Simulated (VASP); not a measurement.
All values below come from PBE GGA, VASP's PBE PAW potentials (set 64) (plane waves; VASP).

Input for VASP

**INCAR**
```
LWAVE = .False.
SIGMA = 0.01   # width (eV)
ENCUT = 400   # plane-wave cut-off (eV)
LMAXMIX = 6   # l cut-off of mixed one-centre charges
IBRION = 8   # DFPT with symmetry
NELM = 100
LCHARG = .False.
PREC = Accurate
NSW = 1
LASPH = .True.
LREAL = .False.   # projection in real space or not
GGA = PE
ISMEAR = 0
LEPSILON = .True.
EDIFF = 1E-8
ALGO = Normal   # blocked Davidson
SYSTEM = PtS2
```

**POSCAR**
```
PtS2
1
    1.7866999911    -3.0946552350     0.0000000000
    1.7866999911     3.0946552350     0.0000000000
    0.0000000000     0.0000000000     6.1396516845
Pt S
1 2
Direct
  0.0000000000   0.0000000000   0.0000000000
  0.3333330000   0.6666670000   0.1995896865
  0.6666670000   0.3333330000   0.8004103135
```

### KPOINTS
```
Automatic mesh
0
Gamma
  10 10 5
```

POTCAR, in this order: Pt S (PBE.64 set). Program: vasp_std.

Output of the run:

File OSZICAR:
```
...
RMM:   5    -0.630254318673E+00   -0.10675E-01   -0.34709E-02  2831   0.959E-01    0.276E-01
RMM:   6    -0.637017151081E+00   -0.67628E-02   -0.12776E-03  2881   0.232E-01    0.204E-01
RMM:   7    -0.646690651723E+00   -0.96735E-02   -0.70831E-04  2806   0.195E-01    0.496E-02
RMM:   8    -0.646025116410E+00    0.66554E-03   -0.22720E-05  2892   0.363E-02    0.246E-02
RMM:   9    -0.646405102639E+00   -0.37999E-03   -0.15164E-05  2784   0.298E-02    0.837E-03
RMM:  10    -0.646413988947E+00   -0.88863E-05   -0.11864E-06  2945   0.624E-03    0.655E-03
RMM:  11    -0.646443832824E+00   -0.29844E-04    0.13567E-06  2873   0.285E-03    0.475E-04
RMM:  12    -0.646450729707E+00   -0.68969E-05   -0.10382E-06  2885   0.117E-03    0.898E-04
RMM:  13    -0.646449209688E+00    0.15200E-05    0.26310E-06  2998   0.307E-04    0.409E-04
RMM:  14    -0.646446722534E+00    0.24872E-05    0.10942E-06  2867   0.336E-04    0.331E-04
RMM:  15    -0.646446620638E+00    0.10190E-06   -0.17872E-06  2159   0.122E-04    0.984E-05
RMM:  16    -0.646446313404E+00    0.30723E-06    0.17516E-08  2077   0.954E-05    0.237E-05
RMM:  17    -0.646446334709E+00   -0.21305E-07   -0.27532E-07   595   0.450E-05    0.118E-05
RMM:  18    -0.646446149714E+00    0.18500E-06    0.21681E-08   516   0.497E-05    0.327E-06
 Linear response DOF=           4
 Linear response progress:
  Degree of freedom:   1/  4
       N       E                     dE             d eps       ncg     rms          rms(c)
RMM:   1    -0.252389319334E+00   -0.25239E+00   -0.24869E-01  7354   0.380E+00
RMM:   2    -0.243897135186E+00    0.84922E-02   -0.83550E-03  6380   0.630E-01    0.251E-01
RMM:   3    -0.243622216646E+00    0.27492E-03   -0.62076E-04  6688   0.166E-01    0.152E-01
RMM:   4    -0.244267937273E+00   -0.64572E-03   -0.88058E-04  6791   0.181E-01    0.289E-02
RMM:   5    -0.244305782150E+00   -0.37845E-04    0.49862E-05  6685   0.593E-02    0.119E-02
RMM:   6    -0.244366400774E+00   -0.60619E-04   -0.68494E-06  7102   0.121E-02    0.166E-03
RMM:   7    -0.244350488945E+00    0.15912E-04    0.24606E-06  7183   0.355E-03    0.113E-03
RMM:   8    -0.244341709115E+00    0.87798E-05    0.95062E-07  7100   0.152E-03    0.286E-04
RMM:   9    -0.244339351745E+00    0.23574E-05    0.13412E-07  7324   0.733E-04    0.136E-04
RMM:  10    -0.244339408200E+00   -0.56455E-07   -0.48157E-07  7619   0.270E-04    0.648E-05
RMM:  11    -0.244339608177E+00   -0.19998E-06   -0.41547E-07  9287   0.978E-05    0.402E-05
RMM:  12    -0.244340116743E+00   -0.50857E-06   -0.69019E-07  9156   0.982E-05    0.434E-06
RMM:  13    -0.244340153675E+00   -0.36931E-07   -0.54400E-07 10052   0.591E-05    0.481E-06
RMM:  14    -0.244340108801E+00    0.44873E-07   -0.66547E-07 10192   0.504E-05    0.176E-06
RMM:  15    -0.244340109901E+00   -0.10992E-08   -0.56774E-07 10132   0.495E-05    0.458E-07
RMM:  16    -0.244340102443E+00    0.74572E-08   -0.63781E-07  9018   0.481E-05    0.199E-07
RMM:  17    -0.244340102651E+00   -0.20735E-09   -0.58700E-07  8238   0.483E-05    0.146E-07
RMM:  18    -0.244340101636E+00    0.10150E-08   -0.61553E-07  8141   0.478E-05    0.101E-07
RMM:  19    -0.244340102782E+00   -0.11463E-08   -0.59091E-07  8072   0.483E-05    0.128E-07
RMM:  20    -0.244340101744E+00    0.10376E-08   -0.61157E-07  8052   0.478E-05    0.898E-08
 Linear response progress:
  Degree of freedom:   2/  4
       N       E                     dE             d eps       ncg     rms          rms(c)
RMM:   1    -0.279132787163E+00   -0.27913E+00   -0.26425E-01  3122   0.384E+00
RMM:   2    -0.268707325481E+00    0.10425E-01   -0.94718E-03  2625   0.701E-01    0.279E-01
RMM:   3    -0.268290062692E+00    0.41726E-03   -0.12362E-03  2780   0.218E-01    0.152E-01
RMM:   4    -0.268567127966E+00   -0.27707E-03   -0.52009E-04  2784   0.140E-01    0.663E-02
RMM:   5    -0.268877074644E+00   -0.30995E-03   -0.64081E-05  2856   0.515E-02    0.246E-02
RMM:   6    -0.268976001147E+00   -0.98927E-04   -0.23822E-05  2672   0.297E-02    0.319E-03
RMM:   7    -0.268966644177E+00    0.93570E-05   -0.48037E-07  2904   0.568E-03    0.257E-03
RMM:   8    -0.268942340422E+00    0.24304E-04   -0.18681E-07  2847   0.268E-03    0.681E-04
RMM:   9    -0.268945659131E+00   -0.33187E-05   -0.23250E-08  2876   0.734E-04    0.227E-04
RMM:  10    -0.268945662982E+00   -0.38512E-08   -0.38140E-08  2821   0.471E-04    0.915E-05
 Linear response progress:
  Degree of freedom:   3/  4
       N       E                     dE             d eps       ncg     rms          rms(c)
RMM:   1    -0.100470372368E+00   -0.10047E+00    0.20635E-02 17975   0.232E+00
RMM:   2    -0.988097963781E-01    0.16606E-02   -0.25249E-03 11658   0.350E-01    0.159E-01
RMM:   3    -0.989388222284E-01   -0.12903E-03   -0.11971E-04 12268   0.687E-02    0.882E-02
RMM:   4    -0.991888336926E-01   -0.25001E-03   -0.75924E-05 12610   0.454E-02    0.109E-02
RMM:   5    -0.991516055505E-01    0.37228E-04   -0.22665E-05 12979   0.102E-02    0.416E-03
RMM:   6    -0.991325189871E-01    0.19087E-04   -0.11429E-05 12838   0.365E-03    0.167E-03
RMM:   7    -0.991425409393E-01   -0.10022E-04   -0.88885E-06 12575   0.157E-03    0.341E-04
RMM:   8    -0.991411478430E-01    0.13931E-05   -0.40266E-07 13327   0.412E-04    0.115E-04
RMM:   9    -0.991405826921E-01    0.56515E-06   -0.12439E-06 15124   0.150E-04    0.597E-05
RMM:  10    -0.991404965329E-01    0.86159E-07   -0.98829E-07 15054   0.117E-04    0.162E-05
RMM:  11    -0.991406521323E-01   -0.15560E-06   -0.75060E-07 18909   0.579E-05    0.960E-06
RMM:  12    -0.991406889327E-01   -0.36800E-07   -0.72070E-07 18911   0.495E-05    0.972E-07
RMM:  13    -0.991406933651E-01   -0.44324E-08   -0.71252E-07 18917   0.450E-05    0.600E-07
RMM:  14    -0.991406924062E-01    0.95890E-09   -0.74841E-07 16647   0.442E-05    0.496E-07
RMM:  15    -0.991406891881E-01    0.32182E-08   -0.72255E-07 17007   0.445E-05    0.122E-07
RMM:  16    -0.991406907283E-01   -0.15402E-08   -0.74343E-07 16135   0.442E-05    0.175E-07
RMM:  17    -0.991406902687E-01    0.45955E-09   -0.72671E-07 16054   0.443E-05    0.905E-08
 Linear response progress:
  Degree of freedom:   4/  4
       N       E                     dE             d eps       ncg     rms          rms(c)
RMM:   1    -0.125666917256E+00   -0.12567E+00    0.22832E-03  3941   0.225E+00
RMM:   2    -0.122861379303E+00    0.28055E-02   -0.23715E-03  2686   0.344E-01    0.242E-01
RMM:   3    -0.122656938958E+00    0.20444E-03   -0.23470E-04  2823   0.889E-02    0.147E-01
RMM:   4    -0.122625508293E+00    0.31431E-04   -0.90674E-05  2856   0.624E-02    0.479E-02
RMM:   5    -0.122662390616E+00   -0.36882E-04   -0.20876E-05  2877   0.301E-02    0.106E-02
RMM:   6    -0.122681427060E+00   -0.19036E-04   -0.34843E-07  2903   0.567E-03    0.381E-03
RMM:   7    -0.122687155393E+00   -0.57283E-05   -0.36890E-08  2896   0.287E-03    0.115E-03
RMM:   8    -0.122686164544E+00    0.99085E-06   -0.23701E-08  2916   0.954E-04    0.508E-04
RMM:   9    -0.122684741975E+00    0.14226E-05   -0.57062E-08  2758   0.573E-04    0.168E-04
RMM:  10    -0.122685270479E+00   -0.52850E-06   -0.46021E-08  2937   0.174E-04    0.534E-05
RMM:  11    -0.122685755901E+00   -0.48542E-06   -0.43152E-08  2728   0.131E-04    0.137E-05
RMM:  12    -0.122685689551E+00    0.66350E-07   -0.14075E-08  3001   0.336E-05    0.936E-06
RMM:  13    -0.122685675205E+00    0.14347E-07   -0.80087E-08  2930   0.189E-05    0.155E-06
RMM:  14    -0.122685685684E+00   -0.10480E-07   -0.97417E-08  2602   0.792E-06    0.849E-07
RMM:  15    -0.122685688203E+00   -0.25187E-08   -0.53023E-08  2207   0.725E-06    0.238E-07
 Linear response finished
```

OUTCAR:
```
------------------------ aborting loop because EDIFF is reached ----------------------------------------

 HEAD OF MICROSCOPIC STATIC DIELECTRIC TENSOR (INDEPENDENT PARTICLE, excluding Hartree and local field effects)
 ------------------------------------------------------
          14.577837     0.000000     0.000000
          -0.000000    14.577837     0.000000
           0.000000     0.000000     8.130417
 ------------------------------------------------------

 MACROSCOPIC STATIC DIELECTRIC TENSOR (including local field effects in DFT)
 ------------------------------------------------------
          13.453214     0.000000     0.000000
           0.000000    13.453215     0.000000
           0.000000    -0.000000     4.181051
 ------------------------------------------------------

 PIEZOELECTRIC TENSOR (including local field effects)  for field in x, y, z        (e  Angst)
          XX          YY          ZZ          XY          YZ          ZX
  --------------------------------------------------------------------------------
  x     0.00000     0.00000     0.00000     0.00000     0.00000     0.00000
  y     0.00000     0.00000     0.00000     0.00000     0.00000     0.00000
  z     0.00000     0.00000     0.00000     0.00000     0.00000     0.00000

 PIEZOELECTRIC TENSOR (including local field effects)  for field in x, y, z        (C/m^2)
          XX          YY          ZZ          XY          YZ          ZX
  --------------------------------------------------------------------------------
  x     0.00000     0.00000     0.00000     0.00000     0.00000     0.00000
  y     0.00000     0.00000     0.00000     0.00000     0.00000     0.00000
  z     0.00000     0.00000     0.00000     0.00000     0.00000     0.00000

 BORN EFFECTIVE CHARGES (including local field effects) (in |e|, cummulative output)
 ---------------------------------------------------------------------------------
 ion    1
    1     2.68808    -0.00000     0.00000
    2     0.00000     2.68808     0.00000
    3    -0.00000    -0.00000    -0.03914
 ion    2
    1    -1.34404     0.00000     0.00000
    2     0.00000    -1.34404     0.00000
    3     0.00000     0.00000     0.01957
 ion    3
    1    -1.34404     0.00000     0.00000
    2     0.00000    -1.34404     0.00000
    3     0.00000     0.00000     0.01957

   1 f  =    9.742342 THz    61.212942 2PiTHz  324.969557 cm-1    40.291072 meV
             X         Y         Z           dx          dy          dz
      0.000000  0.000000  0.000000    -0.000000   -0.000000    0.000000
      1.786700  1.031554  1.225411     0.000000    0.000000   -0.707107
      1.786700 -1.031554  4.914241     0.000000    0.000000    0.707107

   2 f  =    9.548886 THz    59.997417 2PiTHz  318.516535 cm-1    39.491000 meV
             X         Y         Z           dx          dy          dz
      0.000000  0.000000  0.000000    -0.000000    0.000000    0.497135
      1.786700  1.031554  1.225411     0.000000   -0.000000   -0.613538
      1.786700 -1.031554  4.914241     0.000000   -0.000000   -0.613538

   3 f  =    9.167620 THz    57.601854 2PiTHz  305.798881 cm-1    37.914212 meV
             X         Y         Z           dx          dy          dz
      0.000000  0.000000  0.000000     0.000000    0.497281   -0.000000
      1.786700  1.031554  1.225411    -0.000000   -0.613479    0.000000
      1.786700 -1.031554  4.914241    -0.000000   -0.613479    0.000000

   4 f  =    9.167620 THz    57.601853 2PiTHz  305.798874 cm-1    37.914211 meV
             X         Y         Z           dx          dy          dz
      0.000000  0.000000  0.000000     0.497281   -0.000000    0.000000
      1.786700  1.031554  1.225411    -0.613479    0.000000   -0.000000
      1.786700 -1.031554  4.914241    -0.613479    0.000000   -0.000000

   5 f  =    8.631541 THz    54.233574 2PiTHz  287.917231 cm-1    35.697171 meV
             X         Y         Z           dx          dy          dz
      0.000000  0.000000  0.000000     0.000000   -0.000000   -0.000000
      1.786700  1.031554  1.225411    -0.000000   -0.707107   -0.000000
      1.786700 -1.031554  4.914241     0.000000    0.707107   -0.000000

   6 f  =    8.631541 THz    54.233573 2PiTHz  287.917224 cm-1    35.697170 meV
             X         Y         Z           dx          dy          dz
      0.000000  0.000000  0.000000     0.000000    0.000000   -0.000000
      1.786700  1.031554  1.225411    -0.707107    0.000000    0.000000
      1.786700 -1.031554  4.914241     0.707107   -0.000000    0.000000

   7 f/i=    0.001311 THz     0.008236 2PiTHz    0.043725 cm-1     0.005421 meV
             X         Y         Z           dx          dy          dz
      0.000000  0.000000  0.000000    -0.865651   -0.057973   -0.000000
      1.786700  1.031554  1.225411    -0.350845   -0.023496   -0.000000
      1.786700 -1.031554  4.914241    -0.350845   -0.023496   -0.000000

   8 f/i=    0.001311 THz     0.008236 2PiTHz    0.043725 cm-1     0.005421 meV
             X         Y         Z           dx          dy          dz
      0.000000  0.000000  0.000000     0.057973   -0.865651    0.000000
      1.786700  1.031554  1.225411     0.023496   -0.350845    0.000000
      1.786700 -1.031554  4.914241     0.023496   -0.350845    0.000000

   9 f/i=    0.002973 THz     0.018680 2PiTHz    0.099171 cm-1     0.012296 meV
             X         Y         Z           dx          dy          dz
      0.000000  0.000000  0.000000    -0.000000    0.000000    0.867673
      1.786700  1.031554  1.225411    -0.000000    0.000000    0.351527
      1.786700 -1.031554  4.914241    -0.000000    0.000000    0.351527

 MACROSCOPIC STATIC DIELECTRIC TENSOR IONIC CONTRIBUTION
 ------------------------------------------------------
           1.160617    -0.000000     0.000000
          -0.000000     1.160617     0.000000
           0.000000     0.000000     0.000227
 ------------------------------------------------------

 ELASTIC MODULI CONTR FROM IONIC RELAXATION (kBar)
 Direction    XX          YY          ZZ          XY          YZ          ZX
 --------------------------------------------------------------------------------
 XX        -738.4849   -388.5766   -693.8591      0.0000   -354.5608      0.0000
...
```
(Selected blocks of OUTCAR.)

OUTCAR:
```
 val. band max:        3.7309671375   @ k =  -0.0000   0.2000   0.2000

 cond. band min:       5.2477761159   @ k =   0.0000   0.3000   0.4000


 Fermi energy:         3.8298954174

 k-point     1 :       0.0000    0.0000    0.0000
  band No.  band energies     occupation
      1     -10.4900      2.00000
      2      -8.1898      2.00000
      3      -2.0183      2.00000
      4      -2.0183      2.00000
      5      -1.8236      2.00000
      6       0.6706      2.00000
      7       0.6706      2.00000
      8       2.5573      2.00000
      9       3.2437      2.00000
     10       3.2438      2.00000
     11       3.3909      2.00000
     12       6.6808      0.00000
     13       6.6808      0.00000
     14       9.0997      0.00000
     15       9.5514      0.00000

 k-point     2 :       0.1000   -0.0000    0.0000
  band No.  band energies     occupation
      1     -10.3677      2.00000
      2      -8.2241      2.00000
      3      -1.9855      2.00000
      4      -1.9406      2.00000
      5      -1.7060      2.00000
      6       0.4789      2.00000
      7       0.5718      2.00000
      8       2.1549      2.00000
      9       3.2915      2.00000
     10       3.3159      2.00000
     11       3.5316      2.00000
     12       6.1404      0.00000
     13       6.5354      0.00000
     14       9.5621      0.00000
     15      10.1304      0.00000

 k-point     3 :       0.2000   -0.0000    0.0000
  band No.  band energies     occupation
      1     -10.0230      2.00000
      2      -8.3140      2.00000
      3      -1.8820      2.00000
      4      -1.7434      2.00000
      5      -1.3768      2.00000
      6      -0.1475      2.00000
      7       0.4060      2.00000
      8       1.6318      2.00000
      9       3.2375      2.00000
     10       3.2387      2.00000
     11       3.6099      2.00000
     12       5.4672      0.00000
     13       6.3332      0.00000
     14      10.2510      0.00000
     15      10.5759      0.00000
...
```

The dielectric response may not be converged in the k-mesh; for small gaps it tends to come out too large. Tensors are in the Cartesian frame of the cell as typed. Without a dispersion term in the relaxation, distances and binding between the weakly bound layers, chains or molecules are unreliable, and so is what depends on them. Unless said otherwise, spin-orbit coupling is left out, though it shifts the bands of the heavy elements here.

The compound is PtS2 in the 1T layered structure. It was relaxed first, which changed the volume by +24 %.
